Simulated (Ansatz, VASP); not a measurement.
## Cross-check of Zn22Hg13S35 between VASP and Ansatz

Wanted: the spread between two codes on one cell, functional and k mesh. Of the first pair: The structure shown is the start of the Ansatz relaxation below; VASP solves that cell, so the two are compared at the walk's first step.

Main program and level: Ansatz 0.2.0; plane waves, with VASP 6.6.1 beside it; single point at RPBE.

**1. Starting point**

The cell holds 70 atoms: 22 Zn, 13 Hg and 35 S. Its edges and angles: a = 11.581 Å, b = 11.581 Å, c = 11.581 Å, α = 90.0°, β = 90.0°, γ = 90.0°.

**2. Ansatz: relaxation, RPBE**

Ansatz runs on its default PAW (the set named soft_2) files.

The two programs are compared at the cell with which this relaxation starts, whose forces are those of its first step.

File input.yaml:

```yaml
crystal:
  lattice:
    - [11.5811, 0.0, 0.0]
    - [0.0, 11.5811, 0.0]
    - [0.0, 0.0, 11.5811]
  atoms:
    - { symbol: Zn, position: [0.4716, 0.14249, 0.03323] }
    - { symbol: Zn, position: [0.36854, 0.39035, 0.46979] }
    - { symbol: Zn, position: [0.555, 0.86897, 0.52524] }
    - { symbol: Zn, position: [0.43023, 0.81467, 0.11481] }
    - { symbol: Zn, position: [0.58607, 0.18028, 0.69246] }
    - { symbol: Zn, position: [0.45704, 0.62787, 0.2732] }
    - { symbol: Zn, position: [0.74143, 0.68623, 0.14774] }
    - { symbol: Zn, position: [0.97792, 0.46588, 0.07198] }
    - { symbol: Zn, position: [0.37648, 0.98014, 0.82899] }
    - { symbol: Zn, position: [0.69672, 0.97858, 0.24209] }
    - { symbol: Zn, position: [0.13089, 0.3174, 0.32197] }
    - { symbol: Zn, position: [0.07418, 0.46406, 0.61102] }
    - { symbol: Zn, position: [0.39721, 0.29519, 0.76883] }
    - { symbol: Zn, position: [0.82306, 0.17165, 0.44711] }
    - { symbol: Zn, position: [0.15378, 0.63953, 0.31361] }
    - { symbol: Zn, position: [0.65661, 0.44119, 0.9333] }
    - { symbol: Zn, position: [0.68876, 0.91676, 0.89377] }
    - { symbol: Zn, position: [0.43681, 0.15647, 0.3479] }
    - { symbol: Zn, position: [0.68685, 0.33823, 0.2035] }
    - { symbol: Zn, position: [0.35015, 0.45038, 0.08575] }
    - { symbol: Zn, position: [0.87742, 0.52918, 0.42818] }
    - { symbol: Zn, position: [0.43955, 0.66554, 0.80402] }
    - { symbol: Hg, position: [0.1478, 0.82521, 0.68007] }
    - { symbol: Hg, position: [0.09831, 0.90147, 0.99544] }
    - { symbol: Hg, position: [0.31379, 0.65681, 0.5339] }
    - { symbol: Hg, position: [0.88779, 0.67912, 0.79086] }
    - { symbol: Hg, position: [0.16346, 0.0143, 0.26606] }
    - { symbol: Hg, position: [0.00971, 0.07138, 0.75077] }
    - { symbol: Hg, position: [0.16938, 0.50131, 0.77704] }
    - { symbol: Hg, position: [0.90717, 0.85094, 0.41908] }
    - { symbol: Hg, position: [0.19248, 0.21454, 0.97575] }
    - { symbol: Hg, position: [0.20607, 0.07094, 0.55438] }
    - { symbol: Hg, position: [0.89921, 0.00811, 0.15246] }
    - { symbol: Hg, position: [0.61484, 0.4875, 0.58277] }
    - { symbol: Hg, position: [0.81368, 0.19224, 0.91667] }
    - { symbol: S, position: [0.97618, 0.17062, 0.29342] }
    - { symbol: S, position: [0.55586, 0.0586, 0.85759] }
    - { symbol: S, position: [0.85287, 0.29268, 0.10031] }
    - { symbol: S, position: [0.25465, 0.14061, 0.76652] }
    - { symbol: S, position: [0.29413, 0.20857, 0.19651] }
    - { symbol: S, position: [0.35196, 0.65308, 0.00334] }
    - { symbol: S, position: [0.31535, 0.97775, 0.02885] }
    - { symbol: S, position: [0.30286, 0.80326, 0.28662] }
    - { symbol: S, position: [0.72106, 0.30965, 0.76303] }
    - { symbol: S, position: [0.63864, 0.85269, 0.08593] }
    - { symbol: S, position: [0.31848, 0.48743, 0.2902] }
    - { symbol: S, position: [0.90328, 0.65944, 0.03671] }
    - { symbol: S, position: [0.37937, 0.98141, 0.45593] }
    - { symbol: S, position: [0.8686, 0.50469, 0.6403] }
    - { symbol: S, position: [0.12772, 0.71594, 0.87116] }
    - { symbol: S, position: [0.77702, 0.68401, 0.35321] }
    - { symbol: S, position: [0.73448, 0.36058, 0.40357] }
    - { symbol: S, position: [0.39124, 0.83902, 0.68868] }
    - { symbol: S, position: [0.6854, 0.82675, 0.70364] }
    - { symbol: S, position: [0.63097, 0.58952, 0.77556] }
    - { symbol: S, position: [0.51411, 0.25453, 0.51135] }
    - { symbol: S, position: [0.59584, 0.53534, 0.13648] }
    - { symbol: S, position: [0.93927, 0.22522, 0.61607] }
    - { symbol: S, position: [0.92853, 0.87164, 0.64067] }
    - { symbol: S, position: [0.37067, 0.48766, 0.67461] }
    - { symbol: S, position: [0.16042, 0.42504, 0.99032] }
    - { symbol: S, position: [0.0224, 0.79682, 0.21795] }
    - { symbol: S, position: [0.88504, 0.97907, 0.91252] }
    - { symbol: S, position: [0.01132, 0.48554, 0.27955] }
    - { symbol: S, position: [0.46958, 0.33537, 0.96658] }
    - { symbol: S, position: [0.54968, 0.67593, 0.44747] }
    - { symbol: S, position: [0.17928, 0.30452, 0.51595] }
    - { symbol: S, position: [0.59253, 0.15957, 0.19645] }
    - { symbol: S, position: [0.7156, 0.9839, 0.44161] }
    - { symbol: S, position: [0.0827, 0.65497, 0.51339] }
kpoints:
  mp_grid: { grid: [1, 1, 1] }
hamiltonian:
  xc: rpbe
scf:
  occupations: { method: gaussian, width: 0.05 }
output:
  forces: true
relax:
  f_tol: 0.05
  max_steps: 150
  cell: {}
```

The run is started by

```
ansatz run input.yaml --threads 4 --pin off --max-ram 8192MiB --backend cpu --events-out ev --progress --plain --runs-dir out
```

Numbers of over 12 decimals in the logs are rounded to 6 here.

The log of the run:

```text
Engine: ansatz 0.2.0, x86_64-unknown-linux-gnu
Pseudopotentials: kind: paw
Pseudopotential: Zn, paw, valence charge 12, recommended cutoff 420 eV (normal), Zn.paw.azcp
Pseudopotential: Hg, paw, valence charge 20, recommended cutoff 420 eV (normal), Hg.paw.azcp
Pseudopotential: S, paw, valence charge 6, recommended cutoff 420 eV (normal), S.paw.azcp
Functional definition: RPBE
  parameter kappa = 0.804
  parameter beta = 0.066725
  exchange = rpbe_x(kappa = kappa, mu = beta*pi^2/3)
  correlation = pbe_c(beta = beta)
Crystal: 70 atoms, lattice volume = 1553.279 Å³
Basis set: ecut = 420 eV, 30551 PW (Γ), exchange–correlation on 160×160×160 points (8 copies of the dense FFT grid, shifted against one another)
Bands: 441, of which v1, the nominal top of the filled ones, is band 367 counted from 1 (366 counted from 0)
Symmetry: 1 space group operations
Space group: P1 (ITA 1), of the structure as read, at distance tolerance 1.2e-4 Å
k-points: 1
Non-local potential: Zn, projectors of the file, l = 0: 2, l = 1: 2, l = 2: 3, l = 3: 1
Non-local potential: Hg, projectors of the file, l = 0: 3, l = 1: 2, l = 2: 2, l = 3: 1
Non-local potential: S, projectors of the file, l = 0: 2, l = 1: 2, l = 2: 2
PAW form: soft (Blöchl's): semilocal exchange-correlation on the pseudo side does not see the compensation charge
PAW frozen core: Zn, regenerated for the run's functional, and the local potential with it (the file was generated under x = pbe(κ = 0.804, μ = 0.219515), c = pbe(β = 0.066725))
PAW frozen core: Hg, regenerated for the run's functional, and the local potential with it (the file was generated under x = pbe(κ = 0.804, μ = 0.219515), c = pbe(β = 0.066725))
PAW frozen core: S, regenerated for the run's functional, and the local potential with it (the file was generated under x = pbe(κ = 0.804, μ = 0.219515), c = pbe(β = 0.066725))
PAW one-centre angular grid: Zn, 590 points (default); XC on 64 Gauss nodes
PAW one-centre angular grid: Hg, 590 points (default); XC on 64 Gauss nodes
PAW one-centre angular grid: S, 110 points (default); XC on 64 Gauss nodes
Initial density: superposition of atomic densities (neutral atoms: chi_scale 0, normalization atom), corrected by the library's trained network
Initial wavefunctions: pseudopotential atomic-orbital guess
Functional: x = rpbe, c = pbe(β = 0.066725)
SCF iter   1: F=—  HF=-284606.497316 eV  |F-HF|=—  |Δ(HF+E_count)|=         —  Δρ=6.72e-3  dr2=1.66e0  ethr=1.77e-3  ⟨swp⟩=6.0  Hψ=1766  notcnv=0  defer=20
preconditioner: auto → LDOS  [metal: Δε(μ)=0.046 eV  Ē_g=9.664 eV  σ=0.050 eV  W_gap=0.48  n_scr=364 (ndim 8)  ℏωp=23.6 eV  f_vac=0.049  D(μ)=42.08/eV (n_scr^D=256)  β→1.0]
SCF iter   2: F=—  HF=-284606.397082 eV  |F-HF|=—  |Δ(HF+E_count)|=   1.00e-1  Δρ=5.50e-3  dr2=5.87e-1  ethr=2.26e-4  ⟨swp⟩=2.0  Hψ=797  notcnv=0  defer=66
SCF iter   3: F=—  HF=-284606.307950 eV  |F-HF|=—  |Δ(HF+E_count)|=   8.91e-2  Δρ=2.98e-3  dr2=1.64e-1  ethr=8.00e-5  ⟨swp⟩=2.0  Hψ=664  notcnv=0  defer=66
SCF iter   4: F=—  HF=-284606.266171 eV  |F-HF|=—  |Δ(HF+E_count)|=   4.18e-2  Δρ=1.02e-3  dr2=5.40e-2  ethr=2.24e-5  ⟨swp⟩=2.0  Hψ=568  notcnv=0  defer=66
SCF iter   5: F=—  HF=-284606.262190 eV  |F-HF|=—  |Δ(HF+E_count)|=   3.98e-3  Δρ=6.30e-4  dr2=1.67e-2  ethr=7.35e-6  ⟨swp⟩=2.0  Hψ=793  notcnv=0  defer=62
SCF iter   6: F=—  HF=-284606.260464 eV  |F-HF|=—  |Δ(HF+E_count)|=   1.73e-3  Δρ=3.28e-4  dr2=3.87e-3  ethr=2.28e-6  ⟨swp⟩=2.0  Hψ=652  notcnv=0  defer=62
SCF iter   7: F=—  HF=-284606.260116 eV  |F-HF|=—  |Δ(HF+E_count)|=   3.48e-4  Δρ=1.83e-4  dr2=1.29e-3  ethr=5.28e-7  ⟨swp⟩=2.0  Hψ=656  notcnv=0  defer=62
SCF iter   8: F=—  HF=-284606.260047 eV  |F-HF|=—  |Δ(HF+E_count)|=   6.83e-5  Δρ=1.16e-4  dr2=5.26e-4  ethr=1.76e-7  ⟨swp⟩=2.0  Hψ=477  notcnv=0  defer=62
SCF iter   9: F=—  HF=-284606.259897 eV  |F-HF|=—  |Δ(HF+E_count)|=   1.51e-4  Δρ=7.12e-5  dr2=2.00e-4  ethr=7.16e-8  ⟨swp⟩=2.0  Hψ=569  notcnv=0  defer=62
SCF iter  10: F=—  HF=-284606.259880 eV  |F-HF|=—  |Δ(HF+E_count)|=   1.64e-5  Δρ=4.71e-5  dr2=8.24e-5  ethr=2.73e-8  ⟨swp⟩=2.0  Hψ=656  notcnv=0  defer=62
SCF iter  11: F=—  HF=-284606.259710 eV  |F-HF|=—  |Δ(HF+E_count)|=   1.70e-4  Δρ=2.78e-5  dr2=3.01e-5  ethr=1.12e-8  ⟨swp⟩=2.0  Hψ=656  notcnv=0  defer=62
SCF iter  12: F=—  HF=-284606.259708 eV  |F-HF|=—  |Δ(HF+E_count)|=   2.59e-6  Δρ=1.73e-5  dr2=1.12e-5  ethr=4.10e-9  ⟨swp⟩=2.0  Hψ=657  notcnv=0  defer=62
SCF iter  13: F=—  HF=-284606.259707 eV  |F-HF|=—  |Δ(HF+E_count)|=   8.06e-7  Δρ=1.19e-5  dr2=5.05e-6  ethr=1.53e-9  ⟨swp⟩=2.0  Hψ=656  notcnv=0  defer=62
SCF iter  14: F=—  HF=-284606.259707 eV  |F-HF|=—  |Δ(HF+E_count)|=   4.46e-7  Δρ=8.32e-6  dr2=2.33e-6  ethr=6.88e-10  ⟨swp⟩=2.0  Hψ=656  notcnv=0  defer=62
[...]
atom  26  Hg     0.00985899    -0.00891340    -0.00010517
  atom  27  Hg    -0.00305507     0.00508002     0.01787766
  atom  28  Hg    -0.00905254    -0.01500820     0.01544407
  atom  29  Hg    -0.01227584     0.00849929    -0.00465844
  atom  30  Hg    -0.01332330    -0.00791625     0.00280495
  atom  31  Hg    -0.00225222     0.01523048    -0.03202760
  atom  32  Hg    -0.00720194     0.00994238    -0.00311342
  atom  33  Hg    -0.00955230     0.03797777    -0.01296385
  atom  34  Hg     0.00390476     0.01276648    -0.02330550
  atom  35  Hg     0.02283595    -0.02919424     0.01563332
  atom  36  S      0.01395713     0.00386633     0.00794655
  atom  37  S      0.00509234    -0.00020353     0.00876900
  atom  38  S     -0.00374285    -0.01754807     0.01243405
  atom  39  S     -0.01084904    -0.00696863     0.00649684
  atom  40  S     -0.00521939    -0.01489363     0.01765633
  atom  41  S      0.02471972     0.01731606    -0.01651895
  atom  42  S      0.00998538     0.01502550    -0.02444107
  atom  43  S      0.00296815     0.01878455    -0.00792947
  atom  44  S     -0.03588193    -0.03686294     0.03876052
  atom  45  S     -0.00477392    -0.01550833     0.03141064
  atom  46  S     -0.00995952     0.01324744    -0.00346557
  atom  47  S     -0.01592039     0.00300507     0.00358700
  atom  48  S      0.00169358    -0.00297663     0.01598138
  atom  49  S     -0.03413165    -0.01084290    -0.00839440
[...]
atom  63  S     -0.02309660     0.00119931    -0.00998975
  atom  64  S      0.00910505     0.00154993     0.00128523
  atom  65  S      0.04356936     0.00087371    -0.03093190
  atom  66  S      0.04746165    -0.00889323    -0.00986235
  atom  67  S      0.00206348     0.00600743     0.02003297
  atom  68  S      0.00390531     0.00510334     0.00065159
  atom  69  S     -0.01234393     0.00219216    -0.01086736
  atom  70  S     -0.02630620    -0.00065969    -0.02011166
  max |Σ_I F_I| component: 1.29e-5 eV/Å
--- Stress (GPa, compression-positive) ---
       -0.027967      -0.006500      -0.003304
       -0.006500      -0.043615      -0.003265
       -0.003304      -0.003265      -0.021410
  P = ⅓ Tr σ = -0.0310 GPa (-0.310 kbar)
--- Relaxed structure (35 steps of the walk, 33 accepted, 2 SCFs on fresh bases) ---
  F+E_penalty+E_count = -284625.56301443 eV   max|allowed force component| = 4.746e-2 eV/Å   (the final SCF, on the basis selected at the relaxed cell)
  cell:  # Å, volume = 1962.0573 Å³
    - [13.414977, 0.186191, 0.199336]
    - [0.186191, 13.075340, -0.226723]
    - [0.199336, -0.226723, 11.195046]
  atoms:
    - { symbol: Zn, position: [0.501279, 0.061543, 0.034291] }
    - { symbol: Zn, position: [0.333712, 0.342624, 0.498947] }
    - { symbol: Zn, position: [0.500374, 0.860903, 0.477292] }
    - { symbol: Zn, position: [0.359160, 0.791246, 0.065339] }
    - { symbol: Zn, position: [0.538561, 0.214165, 0.718955] }
    - { symbol: Zn, position: [0.458283, 0.598667, 0.256234] }
    - { symbol: Zn, position: [0.751816, 0.671364, 0.127235] }
    - { symbol: Zn, position: [0.988763, 0.477059, 0.089307] }
    - { symbol: Zn, position: [0.402243, 0.994909, 0.809372] }
    - { symbol: Zn, position: [0.645467, 0.961729, 0.242293] }
    - { symbol: Zn, position: [0.084499, 0.299022, 0.332041] }
    - { symbol: Zn, position: [0.146160, 0.466441, 0.592232] }
    - { symbol: Zn, position: [0.328513, 0.323903, 0.809029] }
    - { symbol: Zn, position: [0.856424, 0.282491, 0.491596] }
    - { symbol: Zn, position: [0.205247, 0.563954, 0.317377] }
    - { symbol: Zn, position: [0.553231, 0.475324, 0.922240] }
    - { symbol: Zn, position: [0.784122, 0.922422, 0.951454] }
    - { symbol: Zn, position: [0.472789, 0.117466, 0.384706] }
    - { symbol: Zn, position: [0.731491, 0.442172, 0.208268] }
    - { symbol: Zn, position: [0.303578, 0.415150, 0.105459] }
    - { symbol: Zn, position: [0.917817, 0.534365, 0.427309] }
    - { symbol: Zn, position: [0.485596, 0.713907, 0.762514] }
    - { symbol: Hg, position: [0.130118, 0.858503, 0.680392] }
    - { symbol: Hg, position: [0.064395, 0.802961, 1.030221] }
    - { symbol: Hg, position: [0.348677, 0.658725, 0.512818] }
    - { symbol: Hg, position: [0.922094, 0.592230, 0.805348] }
    - { symbol: Hg, position: [0.120115, 0.024300, 0.213006] }
    - { symbol: Hg, position: [-0.095478, 0.063176, 0.654400] }
    - { symbol: Hg, position: [0.242466, 0.581526, 0.902153] }
    - { symbol: Hg, position: [0.767022, 0.802624, 0.417230] }
    - { symbol: Hg, position: [0.230050, 0.164336, 0.989590] }
    - { symbol: Hg, position: [0.246630, -0.050754, 0.521956] }
    - { symbol: Hg, position: [0.879811, 0.180739, 0.156463] }
    - { symbol: Hg, position: [0.675197, 0.502363, 0.595762] }
    - { symbol: Hg, position: [0.753827, 0.220322, 0.878443] }
    - { symbol: S, position: [0.949655, 0.180278, 0.353774] }
    - { symbol: S, position: [0.557589, 0.070622, 0.833079] }
    - { symbol: S, position: [0.847403, 0.366007, 0.077760] }
    - { symbol: S, position: [0.279189, 0.148735, 0.783876] }
    - { symbol: S, position: [0.202279, 0.184633, 0.202217] }
    - { symbol: S, position: [0.408899, 0.657453, -0.066965] }
    - { symbol: S, position: [0.359371, 0.958940, 0.013230] }
    - { symbol: S, position: [0.311024, 0.699975, 0.226753] }
    - { symbol: S, position: [0.644924, 0.341542, 0.786884] }
    - { symbol: S, position: [0.688810, 0.842129, 0.091819] }
    - { symbol: S, position: [0.350018, 0.448450, 0.300934] }
    - { symbol: S, position: [0.907052, 0.630031, 0.019213] }
    - { symbol: S, position: [0.385088, 0.968779, 0.375128] }
    - { symbol: S, position: [0.965635, 0.496281, 0.621278] }
    - { symbol: S, position: [0.109121, 0.727473, 0.837896] }
    - { symbol: S, position: [0.854777, 0.668051, 0.313451] }
    - { symbol: S, position: [0.763361, 0.419986, 0.420243] }
    - { symbol: S, position: [0.425790, 0.852446, 0.672305] }
    - { symbol: S, position: [0.809577, 0.824545, 0.775816] }
    - { symbol: S, position: [0.618046, 0.596872, 0.773663] }
    - { symbol: S, position: [0.484976, 0.249246, 0.524400] }
    - { symbol: S, position: [0.613111, 0.549815, 0.128893] }
    - { symbol: S, position: [0.901300, 0.242333, 0.676498] }
    - { symbol: S, position: [0.911366, 0.879825, 0.649143] }
[...]
- { symbol: S, position: [0.855935, 1.082712, 0.963429] }
    - { symbol: S, position: [0.048112, 0.473458, 0.286684] }
    - { symbol: S, position: [0.428996, 0.353640, 0.973971] }
    - { symbol: S, position: [0.518586, 0.676156, 0.441351] }
    - { symbol: S, position: [0.167746, 0.298587, 0.507122] }
    - { symbol: S, position: [0.574705, 0.119469, 0.205040] }
    - { symbol: S, position: [0.655980, 0.946089, 0.449558] }
    - { symbol: S, position: [0.172782, 0.634772, 0.513258] }
```

Reading the cycles: dr2 is the Hartree energy of the density residual (eV), the measure of convergence; HF is the Harris–Foulkes estimate of the energy, which meets the free energy F at convergence.

(Continued in part 2 of 3.)

[Lines on the potential files, build, host, timing and source positions are cut from VASP's logs without a mark.]

[Logs are printed without paths, hosts, clocks, repeated set-up lines and the standing remarks that a program may print on its own settings, such as how far it seeks lower states.]

[Hosts, paths, dates, database ids (printed as entryN), source tags and the programs' standing remarks are cut or masked in the printed files.]
